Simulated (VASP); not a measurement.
Given:

```
WC
1.0
    1.48410    -2.57054     0.00000
    1.48410     2.57054     0.00000
    0.00000     0.00000     2.89680
W C
1 1
Direct
  0.00000   0.00000   0.00000
  0.33333   0.66667   0.50000
```

Calculation: PBE GGA, VASP's PBE PAW potentials (set 64) (plane waves; VASP). Settings: PREC = Single, 520 eV cut-off, 13×13×11 Γ-centred mesh, first-order Methfessel-Paxton smearing of 0.10 eV, potentials W_sv C.

Question: Give the stress tensor in GPa (positive for a compressed cell).

Answer: 
```
-14.95    0.00    0.00
  0.00  -14.95    0.00
  0.00    0.00  -18.73
```
The pressure is its mean diagonal, -16.21 GPa.

The compound is WC in the wc structure. The cell was not relaxed at this level. The run is one of a series of settings (PREC = Single against the base run), some of them coarse on purpose.
